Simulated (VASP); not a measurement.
All values below come from MS2 meta-GGA, VASP's PBE PAW potentials (set 64) (plane waves; VASP).

VASP ran on this input.

File POSCAR:
```
PdIn
1
    3.2821803107     0.0000000000     0.0000000000
    0.0000000000     3.2821803107     0.0000000000
    0.0000000000     0.0000000000     3.2821803107
In Pd
1 1
Direct
  0.5000000000   0.5000000000   0.5000000000
  0.0000000000   0.0000000000   0.0000000000
```

### INCAR
```
SYSTEM = PdIn
PREC = Accurate; ENCUT = 520; LREAL = .FALSE.
LASPH = .TRUE.
EDIFF = 1E-7; NELM = 100; ALGO = Normal
LMAXMIX = 4; LMIXTAU = .TRUE.
ISMEAR = 1; SIGMA = 0.1
METAGGA = MS2
ISIF = 2
LWAVE = .FALSE.; LCHARG = .FALSE.
```

KPOINTS:
```
K-points
0
Gamma
 11 11 11
0 0 0
```

POTCAR, in this order: In_d Pd (PBE.64 set). Program: vasp_std.

Output

**OSZICAR**
```
       N       E                     dE             d eps       ncg     rms          rms(c)
DAV:   1     0.142458312097E+03    0.14246E+03   -0.10691E+04  1680   0.184E+03
DAV:   2    -0.203642551061E+02   -0.16282E+03   -0.15944E+03  1764   0.383E+02
DAV:   3    -0.278568391848E+02   -0.74926E+01   -0.74385E+01  2107   0.894E+01
DAV:   4    -0.279650826903E+02   -0.10824E+00   -0.10822E+00  1953   0.103E+01
DAV:   5    -0.279698400136E+02   -0.47573E-02   -0.47573E-02  2610   0.201E+00    0.264E+01
DAV:   6    -0.543262329845E+01    0.22537E+02   -0.67125E+01  1771   0.148E+02    0.824E+00
DAV:   7    -0.362497406287E+01    0.18076E+01   -0.43000E+00  2086   0.338E+01    0.502E+00
DAV:   8    -0.357986899395E+01    0.45105E-01   -0.58420E-01  1806   0.658E+00    0.249E+00
DAV:   9    -0.357970486726E+01    0.16413E-03   -0.43867E-01  2114   0.133E+01    0.189E+00
DAV:  10    -0.355508028176E+01    0.24625E-01   -0.53438E-02  2093   0.446E+00    0.689E-01
DAV:  11    -0.354955975736E+01    0.55205E-02   -0.15048E-02  2191   0.203E+00    0.159E-01
DAV:  12    -0.354915179371E+01    0.40796E-03   -0.32874E-03  2191   0.114E+00    0.643E-02
DAV:  13    -0.354923669566E+01   -0.84902E-04   -0.21887E-03  1897   0.627E-01    0.115E-01
DAV:  14    -0.354919093964E+01    0.45756E-04   -0.12688E-03  1841   0.462E-01    0.139E-02
DAV:  15    -0.354919174327E+01   -0.80364E-06   -0.46862E-05  2142   0.103E-01    0.157E-02
DAV:  16    -0.354919485267E+01   -0.31094E-05   -0.14288E-06  2123   0.218E-02    0.122E-02
DAV:  17    -0.354919553400E+01   -0.68133E-06   -0.66511E-06  1820   0.251E-02    0.464E-03
DAV:  18    -0.354919677154E+01   -0.12375E-05   -0.36107E-06  2072   0.342E-02    0.106E-03
DAV:  19    -0.354919722205E+01   -0.45051E-06   -0.17767E-07  1064   0.781E-03    0.605E-04
DAV:  20    -0.354919731955E+01   -0.97493E-07   -0.34775E-08   966   0.246E-03
   1 F= -.35491973E+01 E0= -.35488033E+01  d E =-.118210E-02
```

### OUTCAR
```
------------------------ aborting loop because EDIFF is reached ----------------------------------------
  FORCE on cell =-STRESS in cart. coord.  units (eV):
  Direction    XX          YY          ZZ          XY          YZ          ZX
  --------------------------------------------------------------------------------------
  Total       -0.9075841     -0.9075841     -0.9075841      0.0000000      0.0000000      0.0000000
  in kB      -41.1254014    -41.1254014    -41.1254014      0.0000000      0.0000000      0.0000000
  external PRESSURE =     -41.1254014 kB  Pullay stress =       0.0000000 kB
  volume of cell :       35.36
      direct lattice vectors                 reciprocal lattice vectors
     3.282180311  0.000000000  0.000000000     0.304675522  0.000000000  0.000000000
     0.000000000  3.282180311  0.000000000     0.000000000  0.304675522  0.000000000
     0.000000000  0.000000000  3.282180311     0.000000000  0.000000000  0.304675522
 POSITION                                       TOTAL-FORCE (eV/Angst)
 -----------------------------------------------------------------------------------
      1.64109      1.64109      1.64109         0.000000      0.000000      0.000000
      0.00000      0.00000      0.00000         0.000000      0.000000      0.000000
 -----------------------------------------------------------------------------------
    total drift:                                0.000000      0.000000     -0.000000
  FREE ENERGIE OF THE ION-ELECTRON SYSTEM (eV)
  ---------------------------------------------------
  free  energy   TOTEN  =        -3.5491973195 eV

  energy  without entropy=       -3.5480152150  energy(sigma->0) =       -3.54880328
```
(Selected blocks of OUTCAR.)

The compound is PdIn in the CsCl type structure. This cell is one point of a volume scan, at 1.03 of the reference volume. The electron count is odd and the run is not spin-polarised, which forces a metal.
